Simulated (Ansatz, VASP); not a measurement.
Tc3Sn: VASP beside Ansatz

```
CELL_PARAMETERS angstrom
2.88154 0.00000 0.00000
-1.44077 2.49548 0.00000
0.00000 0.00000 8.45720
ATOMIC_POSITIONS crystal
Sn 0.00000 0.00000 0.00000
Tc 0.33333 0.66667 0.73822
Tc 0.33333 0.66667 0.26178
Tc 0.00000 0.00000 0.50000
```

Change from the starting cell: volume scaled by 0.94.

Alike in both runs: task single point; functional PBE; k mesh 10 × 10 × 3; occupations fermi-dirac, width 0.05 eV; no spin polarisation.

```csv
,VASP,Ansatz
version,VASP 6.6.1,Ansatz 0.2.0
potentials or method,"VASP PAW PBE potentials, release 64 (Sn_d, Tc_pv)",Ansatz PAW earlier set
plane-wave cutoff (eV),520,500
valence electrons in the cell,53,59
```

VASP gave:

| Property | Result |
| --- | --- |
| gap on the k mesh at the Fermi level (eV) | none |
| pressure (GPa) | 13.2 |
| largest component of the traceless stress (GPa) | 1.87 |
| rms of the force components (eV/Å) | 0.069 |

**Question.** What did Ansatz give for the same quantities?

**Answer.** gap on the k mesh at the Fermi level (eV): none; pressure (GPa): 13.6; largest component of the traceless stress (GPa): 1.90; rms of the force components (eV/Å): 0.089.

Atom by atom the forces differ by 0.020 eV/Å (rms over components). A gap of «none» marks a metal or a gap that the smearing closes. With one functional, cell and mesh, what is left measures potentials, basis and numerics. The two sets of potentials don't hold the same shells in valence.
